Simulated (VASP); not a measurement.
ZnGaNi4, 6 atoms in the cell. It takes space group F-43m (No. 216, cubic). Conventional cell: a = 6.923 Å, b = 6.923 Å, c = 6.923 Å, α = 90.00°, β = 90.00°, γ = 90.00°. Ni (site symmetry 3m) is surrounded by 6 Ni at 2.45 Å. Ga (site symmetry -43m) has 12 Ni at 2.87 Å and 4 Zn at 3.00 Å as nearest neighbours. Zn (site symmetry -43m) has 12 Ni at 2.87 Å and 4 Ga at 3.00 Å as nearest neighbours. The cell was built by a generator and needn't be a form met in nature.

| Item | Value |
| --- | --- |
| Program | VASP 6.6.1 |
| Task | single point |
| Functional | PBEsol |
| Potentials or basis | VASP PAW PBE potentials, release 64 (Ni, Ga_d, Zn) |
| Cutoff | 520 eV |
| k mesh | 5 × 5 × 5 |
| Occupations | fermi-dirac, width 0.1 eV |
| Spin | no spin polarisation |
| Dipole correction | no |
| Further INCAR settings | ALGO = Fast; EDIFF = 1e-06; NBANDS = 42 |

Potentials or basis: VASP PAW PBE potentials, release 64 (Ni, Ga_d, Zn).

Command:

```bash
$ cat potpaw_PBE.64/Ni/POTCAR potpaw_PBE.64/Ga_d/POTCAR potpaw_PBE.64/Zn/POTCAR > POTCAR
$ mpirun -np 1 vasp_std > vasp.out
```

Hardware: 1 thread of Intel(R) Xeon(R) Platinum 8259CL CPU @ 2.50GHz (Skylake/Cascade Lake), with other jobs on the host.

Question: How long does it take, and how much memory?

Answer: Wall time 57 s on 1 thread of Intel(R) Xeon(R) Platinum 8259CL CPU @ 2.50GHz (Skylake/Cascade Lake), on a shared host, peak memory 0.21 GiB. Counts: scf iterations 17, k points 10.
